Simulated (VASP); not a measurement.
VASP runs on SbAs (a trial cell in the NiAs structure, space group P6_3/mmc) share one base input (PBE GGA, plane waves, VASP's PBE PAW potentials (set 64)) and change the settings named in each case.

INCAR:
```
SYSTEM = SbAs
PREC = Accurate; ENCUT = 400; LREAL = .False.
LASPH = .True.
EDIFF = 1E-6; NELM = 100; ALGO = Normal
LMAXMIX = 4
ISMEAR = 0; SIGMA = 0.05
GGA = PE
ISIF = 2
LWAVE = .False.; LCHARG = .False.
```

File KPOINTS:
```
Regular mesh
0
Gamma
  6 6 4
0 0 0
```

File POSCAR:
```
SbAs
1
    4.2518410000     0.0000000000     0.0000000000
   -2.1259210000     3.6822020000     0.0000000000
    0.0000000000     0.0000000000     5.9260260000
As Sb
2 2
Direct
  0.0000000000   0.0000000000   0.0000000000
  0.0000000000   0.0000000000   0.5000000000
  0.3333330000   0.6666670000   0.2500000000
  0.6666670000   0.3333330000   0.7500000000
```

POTCAR, in this order: As Sb (PBE.64 set). Program: vasp_std.

| change | E(σ→0) (eV/atom) |
|---|---|
| base run | -4.0280 |
| ENCUT = 520, POTCAR As_d Sb (PBE.64 set) | -4.0328 |
| ENCUT = 520, POTCAR As Sb_d_GW (PBE.64 set) | -4.0305 |
| ENCUT = 520, POTCAR As Sb_GW (PBE.64 set) | -4.0338 |
| ENCUT = 520 | -4.0281 |
| ENCUT = 800 | -4.0281 |
 Energies of different potentials or functionals have different zeros. Unless said otherwise, spin-orbit coupling is left out, though it shifts the bands of the heavy elements here.

Left out are runs that ran out of time, are held back, or changed the cell or the kind of run, fixed moments of cells without a moment, rows past the twelfth, gaps on odd meshes, pressures of charged cells and columns that move by less than the noise.

The structure was generated: SbAs was put into the NiAs type (P6_3/mmc), which need not be its known phase. The cell was not relaxed at this level.
